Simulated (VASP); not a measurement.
Data:

```yaml
crystal:
  lattice:
    - [3.92807, 0.00000, 0.00000]
    - [0.00000, 3.92807, 0.00000]
    - [0.00000, 0.00000, 3.92807]
  atoms:
    - { symbol: Sr, position: [0.00000, 0.00000, 0.00000] }
    - { symbol: Ti, position: [0.50000, 0.50000, 0.50000] }
    - { symbol: O, position: [0.50000, 0.00000, 0.50000] }
    - { symbol: O, position: [0.00000, 0.50000, 0.50000] }
    - { symbol: O, position: [0.50000, 0.50000, 0.00000] }
```

Method: revPBE GGA, VASP's PBE PAW potentials (set 64) (plane waves; VASP). Settings: 520 eV cut-off, 6×6×6 Γ-centred mesh, Gaussian smearing of 0.050 eV, potentials Sr_sv Ti_sv O.

### Question
What does the run give for the energy per atom (σ→0), pressure, band gap (on the k-mesh) with the smallest direct gap where there is one?

### Answer

```
Item                                         Result
-----------------------------------  --------------
band gap (on the k-mesh)                    1.85 eV
smallest direct gap (on the k-mesh)         2.21 eV
energy per atom (σ→0)                -7.670 eV/atom
pressure                                   5.06 GPa
```

Total energies compare only between runs with the same potentials, cut-off and functional.

The compound is SrTiO3 in the cubic perovskite structure, the ideal cubic form; the compound distorts at low or room temperature. This cell is one point of a volume scan, at 0.97 of the reference volume.
